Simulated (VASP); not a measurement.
Input:

```
CELL_PARAMETERS angstrom
      3.27554     0.00000     0.00000
     -1.63777     2.83670     0.00000
      0.00000     0.00000    12.70516
ATOMIC_POSITIONS crystal
  Se 0.33333 0.66667 0.61806
  Se 0.66667 0.33333 0.11806
  Se 0.33333 0.66667 0.88194
  Se 0.66667 0.33333 0.38194
  Mo 0.33333 0.66667 0.25000
  Mo 0.66667 0.33333 0.75000
```

Calculation: PBE GGA with D3 dispersion (Becke-Johnson damping) with spin-orbit coupling, VASP's PBE PAW potentials (set 64) (plane waves; VASP). Numerical set-up: 400 eV cut-off, 7×7×2 Γ-centred mesh, Gaussian smearing of 0.050 eV, potentials Se Mo_sv.

The path is coarsely sampled, so an indirect gap can come out somewhat too large.

### Question
Estimate the energy per atom (σ→0), band gap (over mesh and band path) with the smallest direct gap where there is one.

### Answer

```json
{
  "band gap (over mesh and band path)": "0.75 eV",
  "smallest direct gap (over mesh and band path)": "1.42 eV",
  "energy per atom (σ→0)": "-7.160 eV/atom"
}
```

The absolute energy has meaning only against runs of the same code, potentials and settings.

The structure comes from a measured MoSe2 entry (P6_3/mmc) of the Crystallography Open Database, whose conditions weren't checked. It was relaxed first.
